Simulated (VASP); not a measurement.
Consider the following.

```xyz
2
Lattice="0.0000 2.8317 2.8317 2.8317 0.0000 2.8317 2.8317 2.8317 0.0000" Properties=species:S:1:pos:R:3 pbc="T T T"
Zn     2.8317     2.8317     0.0000
Se     1.4159     1.4159     1.4159
```

The numbers are results of PBE GGA with D3 dispersion (zero damping), VASP's PBE PAW potentials (set 64) (plane waves; VASP), not measurements. Numerical set-up: 520 eV cut-off, Gaussian smearing of 0.050 eV, potentials Zn Se.

**Question.** Give the energies of bands 2 to 12 at the high-symmetry points, in eV from the valence-band maximum.

**Answer.** 
| band | Γ | X | U | L | W |
|---|---|---|---|---|---|
| 2 | -6.55 | -6.52 | -6.46 | -6.46 | -6.44 |
| 3 | -6.55 | -6.30 | -6.34 | -6.46 | -6.34 |
| 4 | -6.55 | -6.30 | -6.26 | -6.16 | -6.21 |
| 5 | -6.18 | -6.13 | -6.16 | -6.16 | -6.21 |
| 6 | -6.18 | -6.00 | -5.92 | -6.02 | -5.88 |
| 7 | 0.00 | -4.76 | -4.73 | -5.24 | -4.70 |
| 8 | 0.00 | -2.19 | -3.10 | -0.87 | -2.77 |
| 9 | 0.00 | -2.19 | -1.80 | -0.87 | -2.67 |
| 10 | 1.30 | 2.98 | 3.58 | 2.55 | 5.48 |
| 11 | 5.80 | 3.46 | 5.61 | 6.38 | 5.56 |
| 12 | 5.80 | 10.76 | 9.05 | 6.38 | 6.97 |

The gap is direct, 1.30 eV, from the valence maximum at Γ to the conduction minimum at Γ.

Measured: gap 2.87 eV (computed value off by -1.57 eV), as given by Wei Chen et al., Physical Review Materials (2018), doi:10.1103/physrevmaterials.2.073803 [zero-point renormalisation of 0.05 eV added back (the table's ZPR column)].

The compound is ZnSe in the zinc blende structure. It was relaxed first.
